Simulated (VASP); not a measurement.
Given:

```xyz
2
Lattice="0.0000 2.2276 2.2276 2.2276 0.0000 2.2276 2.2276 2.2276 0.0000" Properties=species:S:1:pos:R:3 pbc="T T T"
Si     0.0000     0.0000     0.0000
C      1.1138     1.1138     1.1138
```

Computed with vdW-DF-cx, VASP's PBE PAW potentials (set 64) (plane waves; VASP). Settings: 520 eV cut-off, 10×10×10 Γ-centred mesh, Gaussian smearing of 0.050 eV, potentials Si C.

Question: Give the stress tensor in GPa (positive for a compressed cell).

Answer: 
```
-11.28    0.00    0.00
  0.00  -11.28    0.00
  0.00    0.00  -11.28
```
The pressure is its mean diagonal, -11.28 GPa.

The compound is SiC in the zinc blende structure. This cell is one point of a volume scan, at 1.06 of the reference volume.
